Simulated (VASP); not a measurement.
Given:

```
AsB
1.0
    0.00000     2.30124     2.30124
    2.30124     0.00000     2.30124
    2.30124     2.30124     0.00000
B As
1 1
Direct
  0.00000   0.00000   0.00000
  0.25000   0.25000   0.25000
```

All values below come from PBEsol GGA, VASP's PBE PAW potentials (set 64) (plane waves; VASP). Settings: 620 eV cut-off, 10×10×10 Γ-centred mesh, Gaussian smearing of 0.050 eV, potentials B As.

Q: What does the run give for the energy per atom (σ→0), pressure?

A: 
```
Property                        Value
---------------------  --------------
energy per atom (σ→0)  -6.021 eV/atom
pressure                    19.82 GPa
```

The absolute energy has meaning only against runs of the same code, potentials and settings.

The compound is BAs in the zinc blende structure. It was relaxed first under an external pressure of 20 GPa.
